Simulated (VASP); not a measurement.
Energy against volume of PbTe (rock salt). Computed with r2SCAN meta-GGA, VASP's PBE PAW potentials (set 64) (plane waves; VASP 6.6.1).

| V (Å³/atom) | E (eV/atom) |
|---|---|
| 32.774 | -41.33420 |
| 33.820 | -41.34868 |
| 34.866 | -41.35335 |
| 35.912 | -41.34972 |
| 36.958 | -41.33904 |

Problem. Fit a third-order Birch-Murnaghan equation of state.

Solution. 
```yaml
volume_per_atom: 34.90 Å^3/atom
bulk_modulus: 42.1 GPa
pressure_derivative_of_the_bulk_modulus: 4.51
lattice_constant_a: 12.351 bohr
```

Measured: bulk modulus 39.8 GPa at 300 K (computed value off by +5.8 %), as given by Kerstin Hummer et al., Physical Review B (2007), doi:10.1103/physrevb.75.195211; a 6.438 Å at 120 K (computed value off by +1.5 %), as given by Noda, Masumoto, Ohba, Saito, Toriumi, Iwata, Shibuya, Acta Cryst. C 43, 1443 (1987), by a structure database's card. The calculation is for a static lattice, while the measured bulk modulus, a hold thermal and zero-point effects, which are part of the difference.

The compound is PbTe in the rock salt structure. It was relaxed first.
